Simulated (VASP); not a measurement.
Here is a VASP 6.6.1 calculation.

The input INCAR:

```
SYSTEM = HfGe3
ALGO = Fast
EDIFF = 1E-7
ENCUT = 520
GGA = PE
ISIF = 2
ISMEAR = 0
LASPH = .TRUE.
LCHARG = .FALSE.
LREAL = .FALSE.
LWAVE = .FALSE.
NBANDS = 62
NELM = 100
PREC = Accurate
SIGMA = 0.1
```

KPOINTS

```
k-points
0
G
  4 4 4
  0 0 0
```

POSCAR

```
HfGe3
1.0
    4.7261810983      0.0000000000      0.0000000000
    0.0000000000      5.8788813940      0.0000000000
    0.0000000000      0.0000000000      4.9734237737
Hf Ge
2 6
Direct
    0.0000000000      0.0000000000      0.6700000000
    0.5000000000      0.5000000000      0.3300000000
    0.0000000000      0.2500000000      0.1670000000
    0.0000000000      0.7500000000      0.1670000000
    0.5000000000      0.7500000000      0.8330000000
    0.5000000000      0.2500000000      0.8330000000
    0.5000000000      0.0000000000      0.3300000000
    0.0000000000      0.5000000000      0.6700000000
```

Potentials or basis: VASP PAW PBE potentials, release 64 (Hf_pv, Ge_d).

Run with:

```bash
$ cat potpaw_PBE.64/Hf_pv/POTCAR potpaw_PBE.64/Ge_d/POTCAR > POTCAR
$ mpirun -np 1 vasp_std > vasp.out
```

Task: Predict the band gap on the k mesh.

Result: None (metal or under the smearing width).

Task: Predict the largest force.

Result: 0.860 eV/Å.

Forces on the atoms (eV/Å):
```
Hf   0.000  0.000 -0.860
Hf   0.000  0.000  0.860
Ge   0.000  0.192 -0.256
Ge   0.000 -0.192 -0.256
Ge   0.000  0.192  0.256
Ge   0.000 -0.192  0.256
Ge   0.000  0.000  0.357
Ge   0.000  0.000 -0.357
```

Spin-orbit coupling is left out, which matters for the levels of Hf.
